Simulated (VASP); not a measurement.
An input for Ansatz (written as the equivalent of a VASP run, and not itself run):

Ansatz 0.2 input:
```yaml
crystal:
  lattice:
    - [1.5612570, 0.9013920, 6.0449540]
    - [-1.5612570, 0.9013920, 6.0449540]
    - [0.0000000, -1.8027840, 6.0449540]
  atoms:
    - { symbol: Mo, position: [0.0223810, 0.0003950, -0.0185020] }
    - { symbol: S, position: [0.7271330, 0.7745900, 0.7582940] }
    - { symbol: S, position: [0.5837860, 0.5583150, 0.5935090] }
kpoints:
  mp_grid: { grid: [6, 6, 6] }
hamiltonian:
  xc: pbe
  pseudopotentials: { kind: paw }
scf:
  occupations: { method: gaussian, width: 0.1 }
  max_iter: 100
output: { forces: true, stress: true, eigenvalues: true }
```

Problem. Translate this input to VASP (INCAR, KPOINTS, POSCAR, choice of POTCAR).

Solution. Several could match; the one computed here: 
INCAR:
```
SYSTEM=MoS2
PREC=Accurate; ENCUT=300; LREAL=F
LASPH=T
EDIFF=1E-6; NELM=100; ALGO=Normal
LMAXMIX=4
ISMEAR=0; SIGMA=0.1
GGA=PE
ISIF=2
LWAVE=F; LCHARG=F
```

File POSCAR:
```
MoS2
1.0
  1.5612570000   0.9013920000   6.0449540000
 -1.5612570000   0.9013920000   6.0449540000
  0.0000000000  -1.8027840000   6.0449540000
Mo S
1 2
Cartesian
  0.0343257964   0.0538852138   0.0258361334
 -0.0740925734  -0.0133991921  13.6616988042
  0.0397667770  -0.0404878245  10.4916826119
```

**KPOINTS**
```
Regular mesh
0
G
6 6 6
```

POTCAR, in this order: Mo_sv S (PBE.64 set). Program: vasp_std.

The two are equivalent in intent, not identical: each code has its own PAW files, so the cut-off isn't converted (ENCUT is set for VASP's; basis.ecutwfc is left out, and Ansatz then takes the one that its files recommend); Ansatz stops its SCF on the density residual and VASP on the energy change (EDIFF).

The structure was generated: MoS2 was put into an ordered model structure, which need not be its known phase. The cell was not relaxed at this level, atoms are displaced from their ideal sites.
